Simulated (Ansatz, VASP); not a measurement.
# HfGe2N4 (HfGe2N4 monolayer) in two plane-wave programs, part 2 of 2

Aim: how closely do two programs agree when they are given the same cell, functional and k mesh? The cell is taken from a series of runs on this material, whose earlier steps may have relaxed, scaled, displaced or heated it; both programs get it as it stands.

VASP 6.6.1 and Ansatz 0.2.0.

So far: Set-up; VASP: single point, LDA.

## 3. Ansatz: single point, LDA

Level of this step: Ansatz beside VASP: Kohn-Sham DFT, plane waves, LDA (Ansatz).

Ansatz runs on its default PAW (the set named soft_2) files.

The same cell, functional (in two slightly different forms), mesh and smearing now go to Ansatz, which takes its cutoff from its data sets.

input.yaml

```yaml
crystal:
  lattice:
    - [3.0933890601, 0.0, 0.0]
    - [-1.54669453, 2.6789535098, 0.0]
    - [0.0, 0.0, 25.2086181684]
  atoms:
    - { symbol: "N", position: [0.0, 0.0, 0.3570207593] }
    - { symbol: Ge, position: [0.3333333333, 0.6666666667, 0.378880071] }
    - { symbol: "N", position: [0.3333333333, 0.6666666667, 0.4521232707] }
    - { symbol: Hf, position: [0.0, 0.0, 0.5] }
    - { symbol: "N", position: [0.3333333333, 0.6666666667, 0.5478767293] }
    - { symbol: Ge, position: [0.3333333333, 0.6666666667, 0.621119929] }
    - { symbol: "N", position: [0.0, 0.0, 0.6429792407] }
kpoints:
  mp_grid: { grid: [18, 18, 1] }
  band_path:
    path: [[0, 0, 0], [0.5, 0, 0], [0.33333333, 0.33333333, 0], [0, 0, 0]]
    npoints: 16
hamiltonian:
  xc: lda
scf:
  occupations: { method: fermi_dirac, width: 0.05 }
  convergence: { dr2_threshold: 1.0e-10 }
efield:
  axis: 3
  dipole_correction: true
  ramp_position: 0.97
  ramp_width: 0.06
  amplitude: 0
output:
  dos: { projected: true, e_range: [-6, 5] }
  bader: true
  write_potential: true
  write_density: true
  volumetric_format: npy
  elf: true
```

Launch:

```bash
$ ansatz run input.yaml --threads 4 --pin off --max-ram 6144MiB --backend cpu --events-out ev --progress --plain --runs-dir out
```

Numbers of over 12 decimals in the logs are rounded to 6 here.

What it wrote:

```text
Engine: ansatz 0.2.0, aarch64-unknown-linux-gnu
Pseudopotentials: kind: paw
Pseudopotential: N, paw, valence charge 5, recommended cutoff 420 eV (normal), N.paw.azcp
Pseudopotential: Ge, paw, valence charge 14, recommended cutoff 420 eV (normal), Ge.paw.azcp
Pseudopotential: Hf, paw, valence charge 26, recommended cutoff 420 eV (normal), Hf.paw.azcp
Functional definition: SPW92
  exchange = slater_x
  correlation = pw_c
Crystal: 7 atoms, lattice volume = 208.905 Å³
Basis set: ecut = 420 eV, 4033 PW (Γ)
Bands: 45, of which v1, the nominal top of the filled ones, is band 37 counted from 1 (36 counted from 0)
Symmetry: 6 space group operations
k-points: 37 of 324 (time reversal used)
Non-local potential: N, projectors of the file, l = 0: 2, l = 1: 2, l = 2: 1
Non-local potential: Ge, projectors of the file, l = 0: 2, l = 1: 2, l = 2: 3, l = 3: 1
Non-local potential: Hf, projectors of the file, l = 0: 3, l = 1: 2, l = 2: 2, l = 3: 3
PAW form: soft (Blöchl's): semilocal exchange-correlation on the pseudo side does not see the compensation charge
PAW frozen core: N, regenerated for the run's functional, and the local potential with it (the file was generated under x = pbe(κ = 0.804, μ = 0.219515), c = pbe(β = 0.066725))
PAW frozen core: Ge, regenerated for the run's functional, and the local potential with it (the file was generated under x = pbe(κ = 0.804, μ = 0.219515), c = pbe(β = 0.066725))
PAW frozen core: Hf, regenerated for the run's functional, and the local potential with it (the file was generated under x = pbe(κ = 0.804, μ = 0.219515), c = pbe(β = 0.066725))
PAW one-centre angular grid: N, 110 points (default); XC on 64 Gauss nodes
PAW one-centre angular grid: Ge, 590 points (default); XC on 64 Gauss nodes
PAW one-centre angular grid: Hf, 590 points (default); XC on 64 Gauss nodes
Initial density: superposition of atomic densities (neutral atoms: chi_scale 0, normalization atom), corrected by the library's trained network
Initial wavefunctions: pseudopotential atomic-orbital guess
Functional: x = slater, c = lda
SCF iter   1: F=—  HF=-25407.676438 eV  |F-HF|=—  |Δ(HF+E_count)|=         —  Δρ=6.94e-3  dr2=1.03e-1  ethr=1.77e-3  p=0.000 e·Å  D=3.47e-14 V/Å  ΔV_dip=-0.00 eV  dr2_dipole=3.60e-8  V_vac-E_F(+/−)=5.88/5.88 eV  ⟨swp⟩=8.0  Hψ=7323  notcnv=0  defer=18
efield: sawtooth ramp at fractional position 0.9700 (set: `efield.ramp_position`, or a place that a band, a saddle search or an elastic batch's reference lends), width 0.0600; the density the first Hamiltonian is built on has a dipole p = 0.000 e·Å; the dipole correction subtracts the counter field D = 3.47e-14 V/Å, which shifts the + side's vacuum level by -0.00 eV against the − side's; the planar-averaged density in the ramp window peaks in size at 9.5e-6 e/Å³
preconditioner: auto → Resta (q_TF=auto, 2.295 Å⁻¹)  ε∞=2.2  [insulator: Δε(μ)=1.693 eV  Ē_g=19.610 eV  σ=0.050 eV  W_gap=1.00  n_scr=18 (ndim 8)  ℏωp=21.8 eV  f_vac=0.603  D(μ)=0.00/eV (n_scr^D=0)  ε∞_Penn≈2.2  vacuum switching on, ρ_ref=2.8e-2 e/Å³]
SCF iter   2: F=—  HF=-25407.653809 eV  |F-HF|=—  |Δ(HF+E_count)|=   2.26e-2  Δρ=2.76e-3  dr2=1.37e-2  ethr=1.40e-4  p=-0.000 e·Å  D=-5.69e-5 V/Å  ΔV_dip=0.00 eV  dr2_dipole=1.76e-7  V_vac-E_F(+/−)=6.00/5.99 eV  ⟨swp⟩=2.3  Hψ=2986  notcnv=0  defer=74
SCF iter   3: F=—  HF=-25407.651952 eV  |F-HF|=—  |Δ(HF+E_count)|=   1.86e-3  Δρ=1.47e-3  dr2=4.63e-3  ethr=1.85e-5  p=0.000 e·Å  D=6.65e-5 V/Å  ΔV_dip=-0.00 eV  dr2_dipole=2.52e-7  V_vac-E_F(+/−)=6.09/6.10 eV  ⟨swp⟩=2.9  Hψ=3325  notcnv=0  defer=74
SCF iter   4: F=—  HF=-25407.651582 eV  |F-HF|=—  |Δ(HF+E_count)|=   3.70e-4  Δρ=4.47e-4  dr2=5.13e-4  ethr=6.25e-6  p=-0.000 e·Å  D=-8.42e-5 V/Å  ΔV_dip=0.00 eV  dr2_dipole=4.17e-7  V_vac-E_F(+/−)=6.08/6.08 eV  ⟨swp⟩=2.1  Hψ=2215  notcnv=0  defer=74
SCF iter   5: F=—  HF=-25407.651548 eV  |F-HF|=—  |Δ(HF+E_count)|=   3.38e-5  Δρ=1.38e-4  dr2=3.59e-5  ethr=6.93e-7  p=0.000 e·Å  D=1.17e-4 V/Å  ΔV_dip=-0.00 eV  dr2_dipole=8.29e-7  V_vac-E_F(+/−)=6.10/6.11 eV  ⟨swp⟩=2.6  Hψ=2523  notcnv=0  defer=74
SCF iter   6: F=—  HF=-25407.651544 eV  |F-HF|=—  |Δ(HF+E_count)|=   3.98e-6  Δρ=5.67e-5  dr2=8.03e-6  ethr=4.86e-8  p=-0.000 e·Å  D=-1.36e-4 V/Å  ΔV_dip=0.00 eV  dr2_dipole=1.12e-6  V_vac-E_F(+/−)=6.11/6.10 eV  ⟨swp⟩=2.4  Hψ=2491  notcnv=0  defer=74
SCF iter   7: F=—  HF=-25407.651546 eV  |F-HF|=—  |Δ(HF+E_count)|=   1.69e-6  Δρ=2.74e-5  dr2=3.64e-6  ethr=1.09e-8  p=0.000 e·Å  D=1.22e-4 V/Å  ΔV_dip=-0.00 eV  dr2_dipole=9.03e-7  V_vac-E_F(+/−)=6.10/6.11 eV  ⟨swp⟩=2.6  Hψ=2622  notcnv=0  defer=74
SCF iter   8: F=—  HF=-25407.651578 eV  |F-HF|=—  |Δ(HF+E_count)|=   3.20e-5  Δρ=1.40e-5  dr2=4.77e-7  ethr=4.91e-9  p=-0.000 e·Å  D=-2.57e-5 V/Å  ΔV_dip=0.00 eV  dr2_dipole=3.95e-8  V_vac-E_F(+/−)=6.11/6.11 eV  ⟨swp⟩=2.0  Hψ=1928  notcnv=0  defer=74
SCF iter   9: F=—  HF=-25407.651578 eV  |F-HF|=—  |Δ(HF+E_count)|=   3.93e-8  Δρ=5.08e-6  dr2=4.81e-8  ethr=6.45e-10  p=-0.000 e·Å  D=-5.92e-6 V/Å  ΔV_dip=0.00 eV  dr2_dipole=2.14e-9  V_vac-E_F(+/−)=6.11/6.11 eV  ⟨swp⟩=2.1  Hψ=2386  notcnv=0  defer=74
SCF iter  10: F=—  HF=-25407.651578 eV  |F-HF|=—  |Δ(HF+E_count)|=   9.08e-9  Δρ=1.28e-6  dr2=2.45e-9  ethr=6.50e-11  p=-0.000 e·Å  D=-1.28e-6 V/Å  ΔV_dip=0.00 eV  dr2_dipole=6.60e-11  V_vac-E_F(+/−)=6.11/6.11 eV  ⟨swp⟩=2.0  Hψ=2867  notcnv=0  defer=74
SCF iter  11: F=—  HF=-25407.651578 eV  |F-HF|=—  |Δ(HF+E_count)|=   1.14e-9  Δρ=5.63e-7  dr2=3.21e-10  ethr=3.32e-12  p=-0.000 e·Å  D=-6.94e-8 V/Å  ΔV_dip=0.00 eV  dr2_dipole=9.50e-14  V_vac-E_F(+/−)=6.11/6.11 eV  ⟨swp⟩=2.0  Hψ=2960  notcnv=0  defer=74
SCF iter  12: F=—  HF=-25407.651578 eV  |F-HF|=—  |Δ(HF+E_count)|=  3.78e-10  Δρ=2.03e-7  dr2=5.00e-11  ethr=1.00e-12  p=0.000 e·Å  D=2.12e-8 V/Å  ΔV_dip=-0.00 eV  dr2_dipole=6.33e-14  V_vac-E_F(+/−)=6.11/6.11 eV  ⟨swp⟩=12.8  Hψ=6124  notcnv=0
SCF iter  13: F=-25407.651578 eV  HF=-25407.651578 eV  |F-HF|=2.18e-11  |Δ(HF+E_count)|=  1.38e-10  Δρ=4.75e-8  dr2=6.69e-12  ethr=1.00e-12  p=-0.000 e·Å  D=-2.78e-8 V/Å  ΔV_dip=0.00 eV  dr2_dipole=1.86e-14  V_vac-E_F(+/−)=6.11/6.11 eV  ⟨swp⟩=3.0  Hψ=3435  notcnv=0
SCF 1 converged in 13 iterations: F = -25407.651578 eV  dr2 = 6.69e-12
  greatest PAW one-centre occupation: 0.999 electrons in one spin orbital (limit 2), on the Ge atom at site 1 (counted from 0), in its partial waves of l = 2
NSCF: frozen V_eff on 49 k-points
efield: sawtooth ramp at fractional position 0.9700 (kept from the solve that this one continues, or follows in the run), width 0.0600; the density the first Hamiltonian is built on has a dipole p = -0.000 e·Å; the dipole correction subtracts the counter field D = -2.78e-8 V/Å, which shifts the + side's vacuum level by +0.00 eV against the − side's; the planar-averaged density in the ramp window peaks in size at 1.2e-6 e/Å³
WARN: The output density's exchange-correlation potential varies sharply where the density is thin. Do not read a vacuum level from v_tot or v_xc, or from such a field of the output density. On a cell that repeats whose density bears no net charge and no dipole along the vacuum's axis use v_es (v_loc + v_h of the components); under efield.dipole_correction with no amplitude use v_es + v_field, which holds any externa [...]
SCF converged after 13 iterations
Free energy (F): -25407.651578 eV
Harris-Foulkes:  -25407.651578 eV  (|F-HF|=2.18e-11)
Internal energy: -25407.651578 eV  (E = F + TS)
E sigma→0 (E₀):  -25407.651578 eV
Fermi energy:    1.354810 eV
Dipole field:    D = 0.000000 V/Å  (p = 0.000000 e·Å, saw-weighted, corrected)
Work function:   Φ+ = 6.1061 eV   Φ− = 6.1061 eV
Levels:          The Fermi level and band energies are counted from a zero that moves with the ramp; work functions are not
--- Per-component energies (eV) ---
  E_band       = -1083.610343
  E_kinetic    = 1175.529932
  E_local      = -124664.287909  (includes V_loc(G=0)·N_el)
  E_nonlocal   = -189.363889
  E_hartree    = 61307.372232
  E_xc         = -686.227894
  E_vxc        = -701.796332  (∫ρ·V_xc dr)
  E_paw        = -11051.738056  (= ΣΔE_a)
  E_vpaw       = 681.562274  (= ΣTr[D̂ρ^β])
  E_aug_tail   = 0.000663  (compensation charges beyond the density's cutoff)
  E_efield     = 0.000000  (sawtooth field / dipole correction)
  E_vefield    = 0.000000  (∫n·V_field dr)
  E_ewald      = 48694.469273
  E_core_change = 6.594071  (= ΣΔE_core)
  E_smearing   = -0.000000  (= −TS)
  E_closure    = -0.000000  (closes the sum)
  Σ components = -25407.651578   (vs F -25407.651578, Δ=0.00e0)
--- Band table (eV; the first three rows and the last of 37) ---
  k-point 0: bands = [... 33 lower, -1.2342, -0.1252, -0.1252, 0.1318, 2.2978, 3.4326, 4.8489, 5.8993, ... 4 higher]
  k-point 1: bands = [... 33 lower, -1.2490, -0.2314, -0.1761, 0.2652, 2.5275, 3.5944, 4.6463, 6.0719, ... 4 higher]
  k-point 2: bands = [... 33 lower, -1.1878, -0.3863, -0.3177, 0.3706, 2.9767, 3.9852, 4.2509, 6.4976, ... 4 higher]
  k-point 36: bands = [... 33 lower, -1.7776, -1.6568, -0.2574, 0.4860, 2.9856, 5.4797, 6.5884, 6.8871, ... 4 higher]
--- Bader charges: 7 sites ---
  site symbol  charge [e]  shift [e]
     0      N     -1.4463     0.0150
     1     Ge      1.9460     0.0207
     2      N     -1.5995     0.0080
     3     Hf      2.1994     0.0048
     4      N     -1.5995     0.0080
     5     Ge      1.9460     0.0207
     6      N     -1.4463     0.0150
  estimated error of the sums over rays = 5.0e-4 e
```

The column dr2 measures how far the density is from self-consistency, as an energy; F and HF (Harris–Foulkes) agree once it is small.

## 4. Differences

Known differences besides the potentials themselves: the data sets hold 74 valence electrons in Ansatz (on its default PAW (the set named soft_2) files) and 58 in VASP; the cutoff is 420 eV in Ansatz and 520 eV in VASP; VASP's log shows a relativistic correction to its local exchange, Ansatz's none. Total energies have different zeros and are not compared.

Both answers:

| quantity | Ansatz | VASP | difference |
| --- | --- | --- | --- |
| gap on the k mesh (eV) | 1.808 | 1.792 | +0.016 |

A gap on the mesh is an upper bound, since the band edges may lie between its points; neither run holds spin-orbit coupling, which can move the band edges of a compound of Hf. With vacuum in the cell, a pressure given here is an average over mostly empty space and none of the material.

## 5. Summary of results

| Item | Value |
| --- | --- |
| difference in gap on the k mesh (single point, LDA) | 0.016 eV |

**Reading.** The difference in gap on the k mesh is 0.016 eV (single point, LDA), within the 0.08 eV picked in this series as the mark of a large difference. The data sets hold unlike numbers of valence electrons (74 in Ansatz and 58 in VASP), so part of the differences comes from the potentials. How closely two codes agree says nothing of how well the functional describes the real material.

[Lines on the potential files, build, host, timing and source positions are cut from VASP's logs without a mark.]

[Logs are printed without paths, hosts, clocks, repeated set-up lines and the standing remarks that a program may print on its own settings, such as how far it seeks lower states.]

[Hosts, paths, dates, database ids (printed as entryN), source tags and the programs' standing remarks are cut or masked in the printed files.]
